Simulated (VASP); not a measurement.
Output of a VASP run:

File OSZICAR:
```
...
DAV:  12    -0.926380525515E+01    0.26267E-05   -0.14620E-06  4186   0.270E-02    0.257E-03
DAV:  13    -0.926380531638E+01   -0.61229E-07   -0.85137E-07  3362   0.134E-02
   1 F= -.84004791E+01 E0= -.84005066E+01  d E =-.840048E+01
       N       E                     dE             d eps       ncg     rms          rms(c)
DAV:   1    -0.106417849192E+02   -0.13780E+01   -0.21727E+01  5144   0.996E+01    0.100E+01
DAV:   2    -0.992805922509E+01    0.71373E+00   -0.13544E+01  5099   0.117E+02    0.539E+00
DAV:   3    -0.921742268324E+01    0.71064E+00   -0.37487E+00  6057   0.104E+02    0.242E+00
DAV:   4    -0.920242649297E+01    0.14996E-01   -0.18120E-01  7253   0.697E+00    0.140E+00
DAV:   5    -0.919312536655E+01    0.93011E-02   -0.40573E-02  7741   0.649E+00    0.256E-01
DAV:   6    -0.919195952247E+01    0.11658E-02   -0.81268E-03  7686   0.300E+00    0.598E-02
DAV:   7    -0.919197104389E+01   -0.11521E-04   -0.53746E-04  6637   0.830E-01    0.416E-02
DAV:   8    -0.919195628511E+01    0.14759E-04   -0.11095E-04  6489   0.407E-01    0.841E-03
DAV:   9    -0.919195543927E+01    0.84584E-06   -0.60897E-06  6084   0.772E-02
   2 F= -.83818795E+01 E0= -.83817370E+01  d E =0.185996E-01
       N       E                     dE             d eps       ncg     rms          rms(c)
DAV:   1    -0.977813003342E+01   -0.58617E+00   -0.87908E+00  5176   0.675E+01    0.529E+00
DAV:   2    -0.939650144363E+01    0.38163E+00   -0.30387E+00  5083   0.618E+01    0.246E+00
DAV:   3    -0.929685778599E+01    0.99644E-01   -0.14027E+00  5491   0.391E+01    0.246E+00
DAV:   4    -0.926215026504E+01    0.34708E-01   -0.79664E-02  6502   0.116E+01    0.130E+00
DAV:   5    -0.925490331012E+01    0.72470E-02   -0.40300E-02  7045   0.760E+00    0.355E-01
DAV:   6    -0.925399958638E+01    0.90372E-03   -0.59666E-03  7721   0.242E+00    0.334E-02
DAV:   7    -0.925399615015E+01    0.34362E-05   -0.20279E-04  7734   0.325E-01    0.114E-02
DAV:   8    -0.925399188196E+01    0.42682E-05   -0.85478E-06  6518   0.363E-02    0.254E-03
DAV:   9    -0.925399184700E+01    0.34963E-07   -0.90888E-07  2884   0.352E-02
   3 F= -.84111538E+01 E0= -.84111582E+01  d E =-.106747E-01
       N       E                     dE             d eps       ncg     rms          rms(c)
DAV:   1    -0.925356368477E+01    0.42820E-03   -0.29348E-03  5191   0.119E+00    0.104E-01
DAV:   2    -0.925344615069E+01    0.11753E-03   -0.13524E-03  5111   0.123E+00    0.541E-02
DAV:   3    -0.925338815153E+01    0.57999E-04   -0.54638E-04  5414   0.897E-01    0.393E-02
DAV:   4    -0.925337974563E+01    0.84059E-05   -0.25696E-05  6985   0.170E-01    0.205E-02
DAV:   5    -0.925337782320E+01    0.19224E-05   -0.69063E-06  5947   0.894E-02    0.417E-03
DAV:   6    -0.925337767695E+01    0.14624E-06   -0.65095E-07  2590   0.258E-02
   4 F= -.84111554E+01 E0= -.84111582E+01  d E =-.106763E-01
       N       E                     dE             d eps       ncg     rms          rms(c)
DAV:   1    -0.925360070745E+01   -0.22288E-03   -0.10815E-02  5621   0.992E-01    0.954E-02
DAV:   2    -0.925345048600E+01    0.15022E-03   -0.16970E-04  7319   0.303E-01    0.549E-02
DAV:   3    -0.925339005062E+01    0.60435E-04   -0.11710E-04  7189   0.352E-01    0.281E-02
DAV:   4    -0.925337895949E+01    0.11091E-04   -0.63048E-05  6251   0.290E-01    0.856E-03
DAV:   5    -0.925337859437E+01    0.36512E-06   -0.26959E-06  3463   0.524E-02
   5 F= -.84112240E+01 E0= -.84112137E+01  d E =-.686531E-04
```

OUTCAR:
```
------------------------ aborting loop because EDIFF is reached ----------------------------------------
  FORCE on cell =-STRESS in cart. coord.  units (eV):
  Direction    XX          YY          ZZ          XY          YZ          ZX
  --------------------------------------------------------------------------------------
  Total        0.8747833      0.8747833      0.8192533      0.0000000      0.0000000      0.0000000
  in kB       51.9372164     51.9372164     48.6403184      0.0000000      0.0000000      0.0000000
  external PRESSURE =       0.8382504 kB  Pullay stress =      50.0000000 kB
  volume of cell :       26.99
      direct lattice vectors                 reciprocal lattice vectors
     2.738066132  0.000000000 -0.000000000     0.365221274  0.000000000  0.000000000
     0.000000000  2.738066132  0.000000000    -0.000000000  0.365221274 -0.000000000
     0.000000000  0.000000000  3.599519359     0.000000000  0.000000000  0.277814869
 POSITION                                       TOTAL-FORCE (eV/Angst)
 -----------------------------------------------------------------------------------
      0.00000      2.73807      0.00000         0.000000     -0.000000      0.000000
      1.36903      1.36903      1.79976         0.000000      0.000000      0.000000
 -----------------------------------------------------------------------------------
    total drift:                               -0.000000      0.000000      0.000000
  FREE ENERGIE OF THE ION-ELECTRON SYSTEM (eV)
  ---------------------------------------------------
  free  energy   TOTEN  =        -9.2533785944 eV

  energy  without entropy=       -9.2533475390  energy(sigma->0) =       -9.25336824
  enthalpy is  TOTEN    =        -8.4112240387 eV   P V=        0.8421545557

 reached required accuracy - stopping structural energy minimisation
```
(Selected blocks of OUTCAR.)

**POSCAR**
```
CuAu
1
    2.7591838432     0.0000000000     0.0000000000
    0.0000000000     2.7591838432    -0.0000000000
    0.0000000000     0.0000000000     3.6337430728
Cu Au
1 1
Direct
  0.0000000000   0.0000000000   0.0000000000
  0.5000000000   0.5000000000   0.5000000000
```

### Question
Write an INCAR and KPOINTS that could have produced this output.

### Answer
One answer among several that fit: the input of the run itself, LDA (Ceperley-Alder, Perdew-Zunger), plane waves, VASP's LDA PAW potentials (set 64).

**INCAR**
```
PREC=Accurate
EDIFFG=-0.02
ISIF=3   # ions, shape and volume
ENCUT=500   # plane-wave cut-off (eV)
PSTRESS=50   # kbar
EDIFF=1E-6
LASPH=.TRUE.   # aspherical one-centre terms
LMAXMIX=6   # l cut-off of mixed one-centre charges
IBRION=2
LCHARG=.FALSE.
NSW=40
SIGMA=0.1   # width (eV)
ALGO=Normal
SYSTEM=CuAu
LREAL=.FALSE.
ISMEAR=1
LWAVE=.FALSE.
NELM=100   # most electronic steps
```

### KPOINTS
```
Automatic mesh
0
Gamma
13 13 10
0 0 0
```

POTCAR, in this order: Cu Au (LDA.64 set). Program: vasp_std.

Energy and stress use the plane-wave basis of the starting cell.

The compound is CuAu in the L1_0 structure. This run relaxes it under an external pressure of 5 GPa. Symmetry was kept, so distortions that lower it aren't found.
